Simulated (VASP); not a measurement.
Here is the system:

```
CELL_PARAMETERS angstrom
      0.00000     2.65734     2.65734
      2.65734     0.00000     2.65734
      2.65734     2.65734     0.00000
ATOMIC_POSITIONS crystal
  Co 0.00000 0.00000 0.00000
  Si 0.25000 0.25000 0.25000
  Si 0.75000 0.75000 0.75000
```

These are MS2 meta-GGA, VASP's PBE PAW potentials (set 64) (plane waves; VASP) values and carry that method's errors. Run with 520 eV cut-off, 10×10×10 Γ-centred mesh, first-order Methfessel-Paxton smearing of 0.10 eV, potentials Co Si.

Q: Give the energy at these volumes per atom, relative to the lowest: 11.75, 12.12, 12.50, 12.87, 13.25 Å³.

A: 31.4, 7.6, 0.0, 6.0, 23.6 meV/atom. A third-order Birch-Murnaghan fit gives B0 = 193 GPa and B0′ = 4.6.

Measured: a 5.365 Å (computed value off by -0.9 %), as given by Ganesh Hegde et al., Applied Physics Letters (2014), arXiv:1405.1317. The calculation is for a static lattice, while the measured a holds thermal and zero-point effects, which are part of the difference.

The compound is CoSi2 in the fluorite structure. It was relaxed first. The run is not spin-polarised, so no magnetic state was tried.
